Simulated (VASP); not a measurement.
Here is the system:

```yaml
crystal:
  lattice:
    - [3.40972, -2.02168, -0.10032]
    - [3.40972, 2.02168, -0.10032]
    - [2.30876, 0.00000, 3.22380]
  atoms:
    - { symbol: Sb, position: [0.25011, 0.25011, 0.25011] }
    - { symbol: Sb, position: [0.74989, 0.74989, 0.74989] }
```

Method: PBE GGA, VASP's PBE PAW potentials (set 64) (plane waves; VASP). Numerical set-up: 500 eV cut-off, 11×11×11 Γ-centred mesh, first-order Methfessel-Paxton smearing of 0.10 eV, potentials Sb.

Unless said otherwise, spin-orbit coupling is left out, though it shifts the bands of the heavy elements here.

Problem. Predict the energy per atom (σ→0), pressure, band gap (on the k-mesh) with the smallest direct gap where there is one.

Solution. 
The band gap (on the k-mesh) is none (metal, semimetal or under 0.01 eV). The energy per atom (σ→0) is -3.570 eV/atom and the pressure is 29.92 GPa.

Only differences to runs with the same potentials and settings are physical.

The compound is Sb in the a7 structure. It was relaxed first under an external pressure of 30 GPa.
